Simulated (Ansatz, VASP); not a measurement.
# Cd4Se3S: VASP beside Ansatz, part 2 of 2

Wanted: the spread between two codes on one cell, functional and k mesh. The cell is taken from a series of runs on this material, whose earlier steps may have relaxed, scaled, displaced or heated it; both programs get it as it stands.

VASP 6.6.1 and Ansatz 0.2.0.

So far: Set-up; VASP: relaxation of cell and atoms, PBEsol.

## (3) Ansatz: relaxation of cell and atoms, PBEsol

Level of this step: Ansatz beside VASP: Kohn-Sham DFT, plane waves, PBEsol (Ansatz).

Ansatz runs on its PAW soft_1 files.

The same cell, functional, mesh and smearing now go to Ansatz.

Input file input.yaml:

```yaml
crystal:
  lattice:
    - [8.5284421, 0.0, 0.0]
    - [-4.26422105, 7.38584752, 0.0]
    - [0.0, 0.0, 6.91801819]
  atoms:
    - { symbol: Cd, position: [0.16666667, 0.33333333, 0.0] }
    - { symbol: Cd, position: [0.33333333, 0.16666667, 0.5] }
    - { symbol: Cd, position: [0.16666667, 0.83333333, 0.0] }
    - { symbol: Cd, position: [0.33333333, 0.66666667, 0.5] }
    - { symbol: Cd, position: [0.66666667, 0.33333333, 0.0] }
    - { symbol: Cd, position: [0.83333333, 0.16666667, 0.5] }
    - { symbol: Cd, position: [0.66666667, 0.83333333, 0.0] }
    - { symbol: Cd, position: [0.83333333, 0.66666667, 0.5] }
    - { symbol: Se, position: [0.33333333, 0.16666667, 0.12335304] }
    - { symbol: Se, position: [0.16666667, 0.33333333, 0.62335304] }
    - { symbol: Se, position: [0.33333333, 0.66666667, 0.12335304] }
    - { symbol: Se, position: [0.16666667, 0.83333333, 0.62335304] }
    - { symbol: Se, position: [0.83333333, 0.16666667, 0.12335304] }
    - { symbol: Se, position: [0.83333333, 0.66666667, 0.12335304] }
    - { symbol: S, position: [0.66666667, 0.33333333, 0.62335304] }
    - { symbol: S, position: [0.66666667, 0.83333333, 0.62335304] }
kpoints:
  mp_grid: { grid: [4, 4, 4] }
scf:
  occupations: { method: fermi_dirac, width: 0.02 }
hamiltonian:
  xc: pbesol
  pseudopotentials: { kind: paw, azcp: { folder: soft_1 }, xc_functional: pbe }
basis:
  ecutwfc: 600
output:
  forces: true
  stress: true
relax:
  f_tol: 0.005
  max_steps: 70
  cell: { stress_tol: 0.02, p_target: 0 }
```

Started as:

```console
ansatz run input.yaml --threads 4 --pin off --max-ram 10240MiB --backend cpu --events-out ev --progress --plain --runs-dir out
```

Numbers of over 12 decimals in the logs are rounded to 6 here.

Log:

```text
Engine: ansatz 0.2.0, aarch64-unknown-linux-gnu
Pseudopotentials: kind: paw
Pseudopotential: Cd, paw, valence charge 20, recommended cutoff 420 eV (normal), soft_1/Cd.paw.azcp
Pseudopotential: Se, paw, valence charge 16, recommended cutoff 420 eV (normal), soft_1/Se.paw.azcp
Pseudopotential: S, paw, valence charge 6, recommended cutoff 420 eV (normal), soft_1/S.paw.azcp
Functional definition: PBEsol
  exchange = pbesol_x
  correlation = pbesol_c
Crystal: 16 atoms, lattice volume = 435.764 Å³
Basis set: ecut = 600 eV, 14511 PW (Γ), exchange–correlation on 144×144×120 points (8 copies of the dense FFT grid, shifted against one another)
Bands: 161, of which v1, the nominal top of the filled ones, is band 134 counted from 1 (133 counted from 0)
Symmetry: 4 space group operations
Space group: Pm (ITA 6), of the structure as read, at distance tolerance 7.6e-5 Å
k-points: 24 of 64 (time reversal used)
Non-local potential: Cd, projectors of the file, l = 0: 3, l = 1: 2, l = 2: 2, l = 3: 1
Non-local potential: Se, projectors of the file, l = 0: 2, l = 1: 2, l = 2: 3, l = 3: 1
Non-local potential: S, projectors of the file, l = 0: 2, l = 1: 2, l = 2: 1
PAW form: soft (Blöchl's): semilocal exchange-correlation on the pseudo side does not see the compensation charge
PAW frozen core: Cd, regenerated for the run's functional, and the local potential with it (the file was generated under x = pbe(κ = 0.804, μ = 0.219515), c = pbe(β = 0.066725))
PAW frozen core: Se, regenerated for the run's functional, and the local potential with it (the file was generated under x = pbe(κ = 0.804, μ = 0.219515), c = pbe(β = 0.066725))
PAW frozen core: S, regenerated for the run's functional, and the local potential with it (the file was generated under x = pbe(κ = 0.804, μ = 0.219515), c = pbe(β = 0.066725))
PAW one-centre angular grid: Cd, 590 points (default); XC on 64 Gauss nodes
PAW one-centre angular grid: Se, 590 points (default); XC on 64 Gauss nodes
PAW one-centre angular grid: S, 110 points (default); XC on 64 Gauss nodes
Initial density: superposition of atomic densities (chi_scale 0.1, normalization cell, long waves kept (reshape's long-wave potential 0.07 eV rms))
Initial wavefunctions: pseudopotential atomic-orbital guess
Functional: x = pbesol(κ = 0.804, μ = 0.123457), c = pbesol(β = 0.046)
SCF iter   1: F=—  HF=-99801.243811 eV  |F-HF|=—  |Δ(HF+E_count)|=         —  Δρ=4.65e-2  dr2=1.10e1  ethr=3.10e-3  ⟨swp⟩=6.0  Hψ=13849  notcnv=0  defer=65
preconditioner: auto → Resta (q_TF=auto, 2.516 Å⁻¹)  ε∞=4.0  [insulator: Δε(μ)=0.207 eV  Ē_g=12.266 eV  σ=0.020 eV  W_gap=0.99  n_scr=130 (ndim 8)  ℏωp=21.3 eV  f_vac=0.140  D(μ)=0.02/eV (n_scr^D=0)  ε∞_Penn≈4.0]
SCF iter   2: F=—  HF=-99797.740718 eV  |F-HF|=—  |Δ(HF+E_count)|=    3.50e0  Δρ=1.82e-2  dr2=1.18e0  ethr=3.10e-3  ⟨swp⟩=3.0  Hψ=6327  notcnv=0  defer=474
SCF iter   3: F=—  HF=-99797.331670 eV  |F-HF|=—  |Δ(HF+E_count)|=   4.09e-1  Δρ=7.74e-3  dr2=1.85e-1  ethr=4.39e-4  ⟨swp⟩=2.8  Hψ=6557  notcnv=0  defer=479
SCF iter   4: F=—  HF=-99797.291928 eV  |F-HF|=—  |Δ(HF+E_count)|=   3.97e-2  Δρ=1.30e-3  dr2=1.46e-2  ethr=6.91e-5  ⟨swp⟩=3.0  Hψ=6693  notcnv=0  defer=479
SCF iter   5: F=—  HF=-99797.293153 eV  |F-HF|=—  |Δ(HF+E_count)|=   1.22e-3  Δρ=5.87e-4  dr2=2.11e-3  ethr=5.44e-6  ⟨swp⟩=2.0  Hψ=6002  notcnv=0  defer=479
SCF iter   6: F=—  HF=-99797.294263 eV  |F-HF|=—  |Δ(HF+E_count)|=   1.11e-3  Δρ=2.52e-4  dr2=4.51e-4  ethr=7.89e-7  ⟨swp⟩=2.0  Hψ=5833  notcnv=0  defer=479
SCF iter   7: F=—  HF=-99797.294786 eV  |F-HF|=—  |Δ(HF+E_count)|=   5.23e-4  Δρ=9.09e-5  dr2=5.94e-5  ethr=1.68e-7  ⟨swp⟩=2.0  Hψ=5113  notcnv=0  defer=479
SCF iter   8: F=—  HF=-99797.294638 eV  |F-HF|=—  |Δ(HF+E_count)|=   1.48e-4  Δρ=2.54e-5  dr2=4.04e-6  ethr=2.22e-8  ⟨swp⟩=2.0  Hψ=5308  notcnv=0  defer=479
SCF iter   9: F=—  HF=-99797.294647 eV  |F-HF|=—  |Δ(HF+E_count)|=   9.29e-6  Δρ=9.29e-6  dr2=4.18e-7  ethr=1.51e-9  ⟨swp⟩=2.0  Hψ=5861  notcnv=0  defer=479
SCF iter  10: F=-99797.294648 eV  HF=-99797.294648 eV  |F-HF|=4.48e-8  |Δ(HF+E_count)|=   3.50e-7  Δρ=4.15e-6  dr2=8.54e-8  ethr=3.73e-11  ⟨swp⟩=5.0  Hψ=12598  notcnv=0
SCF 1 converged in 10 iterations: F = -99797.294648 eV  dr2 = 8.54e-8
  greatest PAW one-centre occupation: 1.000 electrons in one spin orbital (limit 2), on the Cd atom at site 2 (counted from 0), in its partial waves of l = 0
relax step   1: F+E_penalty+E_count = -99797.29464754 eV  Δ(F+E_penalty+E_count) = +0.000e0 eV  max|allowed force component| = 4.801e-1 eV/Å  Δτ_max = 0.0000 Å  P = +0.156 GPa  Ω = 435.764 Å³  (10 SCF iters, dr2 threshold 1.00e-7 eV, accepted)
[...]
relax step   4: F+E_penalty+E_count = -99797.43321390 eV  Δ(F+E_penalty+E_count) = -1.451e-4 eV  max|allowed force component| = 2.170e-2 eV/Å  Δτ_max = 0.0058 Å  P = +0.001 GPa  Ω = 435.742 Å³  energy of the carried Pulay correction = +4.754e-7 eV  (6 SCF iters, dr2 threshold 3.29e-8 eV, accepted)
[...]
relax step   5: F+E_penalty+E_count = -99797.43334559 eV  Δ(F+E_penalty+E_count) = -1.317e-4 eV  max|allowed force component| = 3.276e-3 eV/Å  Δτ_max = 0.0040 Å  P = -0.003 GPa  Ω = 435.753 Å³  energy of the carried Pulay correction = +2.289e-7 eV  (5 SCF iters, dr2 threshold 2.94e-8 eV, accepted)
[...]
relax step   6: F+E_penalty+E_count = -99797.43334306 eV  Δ(F+E_penalty+E_count) = +2.524e-6 eV  max|allowed force component| = 3.282e-3 eV/Å  Δτ_max = 0.0000 Å  P = -0.003 GPa  Ω = 435.753 Å³  stress off target by 3.46e-3 GPa  SCF on the basis re-selected at this cell (its energy is not comparable with the rows above)  (6 SCF iters)
basis re-selected at this cell: Δ(F+E_penalty+E_count) = +2.524e-6 eV, ΔP = +0.000 GPa vs the last step (what re-selecting the basis moved, of the pressure what is left beyond the Pulay correction that the steps carried, after the strain that the cell walked since its last selection, with what the two solves' SCF thresholds leave and, on support functions, any second-order correction that the steps lacked; it is no m [...]
SCF converged after 6 iterations
Free energy (F): -99797.433343 eV
Harris-Foulkes:  -99797.433343 eV  (|F-HF|=1.02e-10)
Internal energy: -99797.433343 eV  (E = F + TS)
E sigma→0 (E₀):  -99797.433343 eV
Fermi energy:    7.469490 eV
--- Per-component energies (eV) ---
  E_band       = -6418.053437
  E_kinetic    = 4400.461527
  E_local      = -48342.880375  (includes V_loc(G=0)·N_el)
  E_nonlocal   = -1061.890725
  E_hartree    = 23233.059365
  E_xc         = -1926.466996
  E_vxc        = -2271.367751  (∫ρ·V_xc dr)
  E_paw        = -45940.058563  (= ΣΔE_a)
  E_vpaw       = -5608.494391  (= ΣTr[D̂ρ^β])
  E_aug_tail   = -0.000586  (compensation charges beyond the density's cutoff)
  E_ewald      = -30168.567287
  E_core_change = 8.910296  (= ΣΔE_core)
  E_smearing   = -0.000000  (= −TS)
  E_closure    = 0.000000  (closes the sum)
  Σ components = -99797.433343   (vs F -99797.433343, Δ=0.00e0)
--- Forces (eV/Å), atoms counted from 1 ---
  atom   1  Cd    -0.00089529    -0.00051690     0.00003911
  atom   2  Cd    -0.00081915    -0.00047294    -0.00032079
  atom   3  Cd    -0.00089529    -0.00051690     0.00003911
  atom   4  Cd    -0.00081915    -0.00047294    -0.00032079
  atom   5  Cd     0.00128418     0.00074142     0.00060146
  atom   6  Cd    -0.00011401    -0.00006582     0.00039733
  atom   7  Cd     0.00128418     0.00074142     0.00060146
  atom   8  Cd    -0.00011401    -0.00006582     0.00039733
  atom   9  Se     0.00211600     0.00122167     0.00002852
  atom  10  Se     0.00148674     0.00085837    -0.00130120
  atom  11  Se     0.00211600     0.00122167     0.00002852
  atom  12  Se     0.00148674     0.00085837    -0.00130120
  atom  13  Se    -0.00175458    -0.00101301    -0.00272636
  atom  14  Se    -0.00175458    -0.00101301    -0.00272636
  atom  15  S     -0.00130379    -0.00075274     0.00328164
  atom  16  S     -0.00130379    -0.00075274     0.00328164
  max |Σ_I F_I| component: 5.96e-7 eV/Å
--- Stress (GPa, compression-positive) ---
       -0.002115      -0.000019      -0.000172
       -0.000019      -0.002093      -0.000099
       -0.000172      -0.000099      -0.003433
  P = ⅓ Tr σ = -0.0025 GPa (-0.025 kbar)
--- Relaxed structure (5 steps of the walk, 5 accepted, 1 SCFs on fresh bases) ---
  F+E_penalty+E_count = -99797.43334306 eV   max|allowed force component| = 3.282e-3 eV/Å   (the final SCF, on the basis selected at the relaxed cell)
  cell:  # Å, volume = 435.7534 Å³
    - [8.513972, 0.00267749, 0.0017922]
    - [-4.254667, 7.369300, 3.2526065174565133e-19]
    - [0.00145378, 0.000839338, 6.943901]
  atoms:
    - { symbol: Cd, position: [0.165957, 0.332979, 0.00336271] }
    - { symbol: Cd, position: [0.342491, 0.171246, 0.505608] }
    - { symbol: Cd, position: [0.165957, 0.832979, 0.00336271] }
    - { symbol: Cd, position: [0.342491, 0.671246, 0.505608] }
    - { symbol: Cd, position: [0.667382, 0.333691, -0.015085] }
    - { symbol: Cd, position: [0.824268, 0.162134, 0.504444] }
    - { symbol: Cd, position: [0.667382, 0.833691, -0.015085] }
    - { symbol: Cd, position: [0.824268, 0.662134, 0.504444] }
    - { symbol: Se, position: [0.337306, 0.168653, 0.126064] }
    - { symbol: Se, position: [0.164603, 0.332301, 0.624242] }
    - { symbol: Se, position: [0.337306, 0.668653, 0.126064] }
    - { symbol: Se, position: [0.164603, 0.832301, 0.624242] }
    - { symbol: Se, position: [0.829517, 0.164759, 0.124083] }
    - { symbol: Se, position: [0.829517, 0.664759, 0.124083] }
    - { symbol: S, position: [0.668475, 0.334238, 0.620693] }
    - { symbol: S, position: [0.668475, 0.834238, 0.620693] }
```

## (4) Side by side

Known differences besides the potentials themselves: the data sets hold 268 valence electrons in Ansatz (on its PAW soft_1 files) and 144 in VASP; the cutoff is 600 eV in Ansatz and 500 eV in VASP; Ansatz makes its cores anew for this functional, VASP keeps those of its PBE data sets; Ansatz adds a Pulay correction to the stress that steers its cell, VASP none. Total energies have different zeros and are not compared.

Compared:

```csv
quantity,Ansatz,VASP,difference
volume (Å³),435.75,438.55,-0.64 %
"edge a after relaxation, in the typed setting (Å)",8.514,8.531,-0.20 %
"edge b after relaxation, in the typed setting (Å)",8.509,8.527,-0.20 %
"edge c after relaxation, in the typed setting (Å)",6.944,6.960,-0.23 %
```

## (5) What came out

| Item | Value |
| --- | --- |
| difference in volume (relaxation of cell and atoms, PBEsol) | -0.64 % |

**Reading.** The difference in volume is -0.64 % (relaxation of cell and atoms, PBEsol), within the 1.2 % picked in this series as the mark of a large difference, as far as the stopping tolerances let one tell. The data sets hold unlike numbers of valence electrons (268 in Ansatz and 144 in VASP), so part of the differences comes from the potentials. Such differences can come from data sets, numerical settings and the points named under the comparisons, not from the functional's error against experiment.

[Lines on the potential files, build, host, timing and source positions are cut from VASP's logs without a mark.]

[Logs are printed without paths, hosts, clocks, repeated set-up lines and the standing remarks that a program may print on its own settings, such as how far it seeks lower states.]

[Hosts, paths, dates, database ids (printed as entryN), source tags and the programs' standing remarks are cut or masked in the printed files.]
